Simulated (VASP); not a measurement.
A run of VASP 6.6.1 is set up as follows.

File POSCAR:

```
NbBr
1.0
    0.0000000000      2.7453220000      2.7453220000
    2.7453220000      0.0000000000      2.7453220000
    2.7453220000      2.7453220000      0.0000000000
Nb Br
1 1
Direct
    0.0000000000      0.0000000000      0.0000000000
    0.5000000000      0.5000000000      0.5000000000
```

File INCAR.step1:

```
ALGO = Normal
EDIFF = 1E-4
ENCUT = 520
GGA = PE
ISMEAR = -1
LASPH = T
LCHARG = F
LREAL = F
LWAVE = T
NBANDS = 17
NELM = 80
PREC = Accurate
SIGMA = 0.1
```

INCAR.step2

```
ALGO = Normal
EDIFF = 1E-6
ENCUT = 520
ISIF = 2
ISMEAR = -1
ISTART = 1
LASPH = T
LCHARG = T
LELF = T
LMIXTAU = T
LREAL = F
LVHAR = T
LWAVE = F
METAGGA = R2SCAN
NBANDS = 17
NELM = 80
PREC = Accurate
SIGMA = 0.1
```

File KPOINTS:

```
k-points
0
Gamma
  6 6 6
```

Potentials or basis: VASP PAW PBE potentials, release 64 (Nb_sv, Br).

The run is started by

```console
$ cat potpaw_PBE.64/Nb_sv/POTCAR potpaw_PBE.64/Br/POTCAR > POTCAR
$ cp INCAR.step1 INCAR
$ mpirun -np 1 vasp_std > vasp.out
$ cp INCAR.step2 INCAR
$ mpirun -np 1 vasp_std > vasp.out
```

What does it give for the band gap on the k mesh?

None (metal or under the smearing width).

Predict the pressure.

-4.5 GPa.

Caveat: the PAW data sets were made with another functional, which shifts forces and pressure a little.
